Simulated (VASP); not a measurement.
Output of a VASP run:

File OSZICAR:
```
       N       E                     dE             d eps       ncg     rms          rms(c)
DAV:   1    -0.210821454751E+01   -0.21082E+01   -0.94561E+02  1125   0.341E+02
DAV:   2    -0.418546998073E+01   -0.20773E+01   -0.19911E+01  1375   0.318E+01
DAV:   3    -0.420278162692E+01   -0.17312E-01   -0.17071E-01  1390   0.316E+00
DAV:   4    -0.420283321066E+01   -0.51584E-04   -0.51336E-04  1410   0.159E-01
DAV:   5    -0.420283337481E+01   -0.16415E-06   -0.16409E-06  1390   0.767E-03    0.135E+00
DAV:   6    -0.418499877539E+01    0.17835E-01   -0.28112E-03  1230   0.334E-01    0.762E-01
DAV:   7    -0.417352571590E+01    0.11473E-01   -0.70045E-03  1235   0.517E-01    0.159E-01
DAV:   8    -0.417350294569E+01    0.22770E-04   -0.32574E-05  1405   0.588E-02    0.129E-02
DAV:   9    -0.417350271572E+01    0.22996E-06   -0.24904E-07  1135   0.339E-03
   1 F= -.41735027E+01 E0= -.41735643E+01  d E =-.417350E+01
       N       E                     dE             d eps       ncg     rms          rms(c)
DAV:   1    -0.418583402559E+01   -0.12331E-01   -0.18633E-01  1320   0.275E+00    0.350E-01
DAV:   2    -0.418477685945E+01    0.10572E-02   -0.11063E-03  1130   0.289E-01    0.136E-01
DAV:   3    -0.418409771962E+01    0.67914E-03   -0.27637E-04  1315   0.997E-02    0.410E-02
DAV:   4    -0.418406380576E+01    0.33914E-04   -0.18027E-05  1370   0.256E-02    0.262E-02
DAV:   5    -0.418406367825E+01    0.12750E-06   -0.11660E-07   705   0.361E-03
   2 F= -.41840637E+01 E0= -.41841312E+01  d E =-.105610E-01
       N       E                     dE             d eps       ncg     rms          rms(c)
DAV:   1    -0.418436636885E+01   -0.30256E-03   -0.30866E-03  1315   0.353E-01    0.452E-02
DAV:   2    -0.418434858976E+01    0.17779E-04   -0.18514E-05  1125   0.375E-02    0.179E-02
DAV:   3    -0.418433711042E+01    0.11479E-04   -0.46263E-06  1295   0.128E-02    0.520E-03
DAV:   4    -0.418433658305E+01    0.52737E-06   -0.26271E-07   635   0.316E-03
   3 F= -.41843366E+01 E0= -.41844257E+01  d E =-.108339E-01
```

**OUTCAR**
```
------------------------ aborting loop because EDIFF is reached ----------------------------------------
  FORCE on cell =-STRESS in cart. coord.  units (eV):
  Direction    XX          YY          ZZ          XY          YZ          ZX
  --------------------------------------------------------------------------------------
  Total        0.0011079      0.0011079      0.0011079      0.0000000      0.0000000      0.0000000
  in kB        0.1125849      0.1125849      0.1125849      0.0000000      0.0000000      0.0000000
  external PRESSURE =       0.1125849 kB  Pullay stress =       0.0000000 kB
  volume of cell :       15.77
      direct lattice vectors                 reciprocal lattice vectors
     0.000000000  1.990239428  1.990239428    -0.251226055  0.251226055  0.251226055
     1.990239428  0.000000000  1.990239428     0.251226055 -0.251226055  0.251226055
     1.990239428  1.990239428 -0.000000000     0.251226055  0.251226055 -0.251226055
 POSITION                                       TOTAL-FORCE (eV/Angst)
 -----------------------------------------------------------------------------------
      0.00000      0.00000     -0.00000        -0.000000     -0.000000      0.000000
 -----------------------------------------------------------------------------------
    total drift:                               -0.000000      0.000000     -0.000000
  FREE ENERGIE OF THE ION-ELECTRON SYSTEM (eV)
  ---------------------------------------------------
  free  energy   TOTEN  =        -4.1843365830 eV

  energy  without entropy=       -4.1846038134  energy(sigma->0) =       -4.18442566

 reached required accuracy - stopping structural energy minimisation
```
(Selected blocks of OUTCAR.)

**POSCAR**
```
Al
1
    0.0000000000     2.0250000000     2.0250000000
    2.0250000000     0.0000000000     2.0250000000
    2.0250000000     2.0250000000     0.0000000000
Al
1
Direct
  0.0000000000   0.0000000000   0.0000000000
```

Reconstruct the remaining input files.

Several could match; the one computed here: the input of the run itself, LDA (Ceperley-Alder, Perdew-Zunger), plane waves, VASP's LDA PAW potentials (set 64).

File KPOINTS:
```
Automatic mesh
0
Gamma
14 14 14
0 0 0
```

**INCAR**
```
# general
SYSTEM  =  Al
PREC    =  Accurate
ENCUT   =  520
LREAL   =  .FALSE.
LASPH   =  .TRUE.

# electronic loop
EDIFF   =  1E-6
NELM    =  100
ALGO    =  Normal

# smearing
ISMEAR  =  1
SIGMA   =  0.1

# ions
IBRION  =  2
NSW     =  60
ISIF    =  3
EDIFFG  =  -0.01

# output
LWAVE   =  .FALSE.
LCHARG  =  .FALSE.
```

POTCAR, in this order: Al (LDA.64 set). Program: vasp_std.

Energy and stress use the plane-wave basis of the starting cell.

The compound is Al in the fcc structure. This run relaxes it. Symmetry was kept, so distortions that lower it aren't found.
